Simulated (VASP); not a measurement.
Level of theory: PBEsol GGA, VASP's PBE PAW potentials (set 64) (plane waves; VASP).

VASP ran on this input.

### KPOINTS
```
Automatic mesh
0
Gamma
 10 10 7
```

**POSCAR**
```
PtSe2
1
    1.8257797612    -3.1623439465    -0.0000000000
    1.8257797612     3.1623439465     0.0000000000
   -0.0000000000     0.0000000000     4.3529517854
Pt Se
1 2
Direct
  1.0000000000   0.0000000000   0.0000000000
  0.3333330000   0.6666670000   0.2850729029
  0.6666670000   0.3333330000   0.7149270971
```

INCAR:
```
SYSTEM = PtSe2
PREC = Accurate
ENCUT = 500
EDIFF = 1E-6
NELM = 100
ALGO = Normal
LREAL = .FALSE.
LASPH = .TRUE.
ISMEAR = 1
SIGMA = 0.1
GGA = PS
LMAXMIX = 6
LWAVE = .FALSE.
LCHARG = .FALSE.
IBRION = 2
ISIF = 3
NSW = 40
EDIFFG = -0.02
PSTRESS = 200
```

POTCAR, in this order: Pt Se (PBE.64 set). Program: vasp_std.

The run wrote:

File OSZICAR:
```
       N       E                     dE             d eps       ncg     rms          rms(c)
DAV:   1     0.112909137537E+03    0.11291E+03   -0.10385E+04  2464   0.128E+03
DAV:   2    -0.117359675767E+02   -0.12465E+03   -0.12219E+03  3044   0.246E+02
DAV:   3    -0.161874876854E+02   -0.44515E+01   -0.44103E+01  3016   0.480E+01
DAV:   4    -0.162167271158E+02   -0.29239E-01   -0.29232E-01  2855   0.425E+00
DAV:   5    -0.162169801930E+02   -0.25308E-03   -0.25307E-03  3044   0.382E-01    0.160E+01
DAV:   6    -0.156355627099E+02    0.58142E+00   -0.43471E+00  2435   0.202E+01    0.893E+00
DAV:   7    -0.155095832829E+02    0.12598E+00   -0.73944E-01  2435   0.920E+00    0.461E+00
DAV:   8    -0.154806230516E+02    0.28960E-01   -0.48556E-02  2827   0.198E+00    0.717E-01
DAV:   9    -0.154785155507E+02    0.21075E-02   -0.74833E-03  2631   0.857E-01    0.139E-01
DAV:  10    -0.154785443370E+02   -0.28786E-04   -0.85873E-04  3002   0.246E-01    0.497E-02
DAV:  11    -0.154785418827E+02    0.24543E-05   -0.60804E-05  2743   0.696E-02    0.285E-02
DAV:  12    -0.154785418460E+02    0.36718E-07   -0.33944E-06  2521   0.167E-02
   1 F= -.92038738E+01 E0= -.92040072E+01  d E =-.920387E+01
       N       E                     dE             d eps       ncg     rms          rms(c)
DAV:   1    -0.154794202261E+02   -0.87834E-03   -0.49479E-01  2435   0.480E+00    0.447E-01
DAV:   2    -0.154787250606E+02    0.69517E-03   -0.19593E-02  2834   0.104E+00    0.203E-01
DAV:   3    -0.154781624557E+02    0.56260E-03   -0.10478E-03  2984   0.260E-01    0.882E-02
DAV:   4    -0.154780908117E+02    0.71644E-04   -0.26993E-04  2799   0.129E-01    0.272E-02
DAV:   5    -0.154780878405E+02    0.29712E-05   -0.24063E-05  2561   0.421E-02    0.150E-02
DAV:   6    -0.154780873525E+02    0.48791E-06   -0.34294E-06  2675   0.137E-02
   2 F= -.92082013E+01 E0= -.92083742E+01  d E =-.432755E-02
       N       E                     dE             d eps       ncg     rms          rms(c)
DAV:   1    -0.154772008908E+02    0.88695E-03   -0.24560E-02  2449   0.107E+00    0.987E-02
DAV:   2    -0.154771664786E+02    0.34412E-04   -0.96898E-04  2834   0.230E-01    0.451E-02
DAV:   3    -0.154771378495E+02    0.28629E-04   -0.51212E-05  3012   0.574E-02    0.196E-02
DAV:   4    -0.154771339043E+02    0.39452E-05   -0.13426E-05  2768   0.288E-02    0.605E-03
DAV:   5    -0.154771337022E+02    0.20209E-06   -0.11418E-06  1401   0.940E-03
   3 F= -.92083590E+01 E0= -.92085128E+01  d E =-.448520E-02
       N       E                     dE             d eps       ncg     rms          rms(c)
DAV:   1    -0.154235250187E+02    0.53609E-01   -0.65079E-01  2463   0.695E+00    0.100E+00
DAV:   2    -0.154029521574E+02    0.20573E-01   -0.10840E-01  2456   0.345E+00    0.482E-01
DAV:   3    -0.153996938615E+02    0.32583E-02   -0.73023E-03  2729   0.918E-01    0.202E-01
DAV:   4    -0.153989043401E+02    0.78952E-03   -0.45430E-03  2582   0.400E-01    0.684E-02
DAV:   5    -0.153988892157E+02    0.15124E-04   -0.12451E-04  2799   0.103E-01    0.526E-02
DAV:   6    -0.153989016028E+02   -0.12387E-04   -0.26214E-05  2792   0.366E-02    0.471E-03
DAV:   7    -0.153989016015E+02    0.13454E-08   -0.10428E-06  1746   0.873E-03
   4 F= -.92080719E+01 E0= -.92081683E+01  d E =0.287043E-03
       N       E                     dE             d eps       ncg     rms          rms(c)
DAV:   1    -0.154482729666E+02   -0.49371E-01   -0.18221E-01  2463   0.367E+00    0.522E-01
DAV:   2    -0.154425111801E+02    0.57618E-02   -0.30243E-02  2477   0.184E+00    0.267E-01
DAV:   3    -0.154416006052E+02    0.91057E-03   -0.20383E-03  2743   0.482E-01    0.117E-01
DAV:   4    -0.154413686262E+02    0.23198E-03   -0.13049E-03  2554   0.215E-01    0.367E-02
DAV:   5    -0.154413635439E+02    0.50824E-05   -0.40040E-05  2771   0.571E-02    0.279E-02
DAV:   6    -0.154413653022E+02   -0.17583E-05   -0.74953E-06  2813   0.210E-02    0.280E-03
DAV:   7    -0.154413652481E+02    0.54034E-07   -0.31909E-07  1319   0.473E-03
   5 F= -.92093844E+01 E0= -.92095148E+01  d E =-.102541E-02
       N       E                     dE             d eps       ncg     rms          rms(c)
DAV:   1    -0.154424639547E+02   -0.10987E-02   -0.68498E-03  2435   0.601E-01    0.488E-02
DAV:   2    -0.154423981960E+02    0.65759E-04   -0.19956E-04  2908   0.107E-01    0.255E-02
DAV:   3    -0.154423833609E+02    0.14835E-04   -0.46556E-05  2862   0.577E-02    0.114E-02
DAV:   4    -0.154423813526E+02    0.20083E-05   -0.57343E-06  2757   0.208E-02    0.527E-03
DAV:   5    -0.154423812113E+02    0.14132E-06   -0.65335E-07  1284   0.634E-03
   6 F= -.92095225E+01 E0= -.92096663E+01  d E =-.138166E-03
       N       E                     dE             d eps       ncg     rms          rms(c)
DAV:   1    -0.154443544192E+02   -0.19731E-02   -0.23210E-02  2428   0.111E+00    0.898E-02
DAV:   2    -0.154441299802E+02    0.22444E-03   -0.68128E-04  2901   0.199E-01    0.470E-02
DAV:   3    -0.154440795554E+02    0.50425E-04   -0.15979E-04  2862   0.107E-01    0.211E-02
DAV:   4    -0.154440726325E+02    0.69228E-05   -0.19824E-05  2841   0.384E-02    0.978E-03
DAV:   5    -0.154440721591E+02    0.47339E-06   -0.23063E-06  1863   0.118E-02
   7 F= -.92096209E+01 E0= -.92097808E+01  d E =-.236565E-03
```

File OUTCAR:
```
------------------------ aborting loop because EDIFF is reached ----------------------------------------
  FORCE on cell =-STRESS in cart. coord.  units (eV):
  Direction    XX          YY          ZZ          XY          YZ          ZX
  --------------------------------------------------------------------------------------
  Total        6.2363444      6.2363494      6.2360091     -0.0000000      0.0000000      0.0000000
  in kB      200.0607333    200.0608916    200.0499746     -0.0000000      0.0000000      0.0000000
  external PRESSURE =       0.0571999 kB  Pullay stress =     200.0000000 kB
  volume of cell :       49.94
      direct lattice vectors                 reciprocal lattice vectors
     1.832827406 -3.174551445 -0.000000000     0.272802555 -0.157502566  0.000000000
     1.832827406  3.174551445  0.000000000     0.272802555  0.157502566 -0.000000000
     0.000000000  0.000000000  4.291853444     0.000000000 -0.000000000  0.232999568
 POSITION                                       TOTAL-FORCE (eV/Angst)
 -----------------------------------------------------------------------------------
      0.00000      0.00000      0.00000         0.000000      0.000000     -0.000000
      1.83283      1.05819      1.23482         0.000000      0.000000      0.001222
      1.83283     -1.05819      3.05704        -0.000000     -0.000000     -0.001222
 -----------------------------------------------------------------------------------
    total drift:                               -0.000000      0.000000      0.000000
  FREE ENERGIE OF THE ION-ELECTRON SYSTEM (eV)
  ---------------------------------------------------
  free  energy   TOTEN  =       -15.4440721591 eV

  energy  without entropy=      -15.4445517068  energy(sigma->0) =      -15.44423201
  enthalpy is  TOTEN    =        -9.2096209290 eV   P V=        6.2344512301

 reached required accuracy - stopping structural energy minimisation
```
(Selected blocks of OUTCAR.)

### CONTCAR
```
PtSe2
   1.00000000000000
     1.8328274059844201   -3.1745514445323422   -0.0000000000000000
     1.8328274059844201    3.1745514445323422    0.0000000000000000
     0.0000000000000000    0.0000000000000000    4.2918534443830234
  Pt              Se
     1     2
Direct
     0.0000000000000000    0.0000000000000000    0.0000000000000000
     0.3333330000000032    0.6666669999999968    0.2877114684415507
     0.6666669999999968    0.3333330000000032    0.7122885315584493
```

Without a dispersion term in the relaxation, distances and binding between the weakly bound layers, chains or molecules are unreliable, and so is what depends on them.

The compound is PtSe2 in the 1T layered structure. This run relaxes it under an external pressure of 20 GPa. Symmetry was kept, so distortions that lower it aren't found.
